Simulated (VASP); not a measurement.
An input for Quantum ESPRESSO's pw.x (written as the equivalent of a VASP run, and not itself run):

```
&CONTROL
  calculation = 'vc-relax'
  pseudo_dir = './pseudo'
  outdir = './out'
  tprnfor = .true.
  tstress = .true.
  nstep = 40
  forc_conv_thr = 0.00078
/
&SYSTEM
  ibrav = 0
  nat = 2
  ntyp = 1
  ecutwfc = 66
  occupations = 'smearing'
  smearing = 'methfessel-paxton'
  degauss = 0.00735
  input_dft = 'pbesol'
/
&ELECTRONS
  conv_thr = 7.3e-08
  electron_maxstep = 100
/
&IONS
/
&CELL
/
ATOMIC_SPECIES
  Zr 91.224 Zr.upf
CELL_PARAMETERS angstrom
     1.5907294   -2.7552241   -0.0000000
     1.5907294    2.7552241    0.0000000
     0.0000000    0.0000000    5.1293871
ATOMIC_POSITIONS crystal
  Zr   0.3333330  0.6666670  0.2500000
  Zr   0.6666670  0.3333330  0.7500000
K_POINTS automatic
  13 13 7 0 0 0
```

Problem. Write the VASP files for the same calculation (PBEsol).

Solution. This is not unique; one that fits is 
INCAR:
```
# general
SYSTEM =Zr
PREC   =Accurate
ENCUT  =500   # plane-wave cut-off (eV)
LREAL  =.FALSE.
LASPH  =.TRUE.

# electronic loop
EDIFF  =1E-6   # SCF stop (eV)
NELM   =100   # most electronic steps
ALGO   =Normal
LMAXMIX=4

# smearing
ISMEAR =1
SIGMA  =0.1   # width (eV)

# functional
GGA    =PS   # PBEsol

# ions
IBRION =2   # conjugate gradients
NSW    =40   # most ionic steps
ISIF   =3   # ions, shape and volume
EDIFFG =-0.02

# output
LWAVE  =.FALSE.
LCHARG =.FALSE.
```

**KPOINTS**
```
Automatic
0
G
13 13 7
0 0 0
```

**POSCAR**
```
Zr
1
    1.5907294128    -2.7552241122    -0.0000000000
    1.5907294128     2.7552241122     0.0000000000
    0.0000000000     0.0000000000     5.1293870542
Zr
2
Direct
  0.3333330000   0.6666670000   0.2500000000
  0.6666670000   0.3333330000   0.7500000000
```

POTCAR, in this order: Zr_sv (PBE.64 set). Program: vasp_std.

What does not carry over: the potentials are each code's own (VASP's PAW set, PseudoDojo norm-conserving files in pw.x), so ENCUT and ecutwfc are chosen apart and not converted; conv_thr bounds pw.x's estimated SCF error, while EDIFF bounds the energy change between steps; forc_conv_thr acts on force components and is met together with etot_conv_thr.

The compound is Zr in the hcp structure. It was relaxed first.
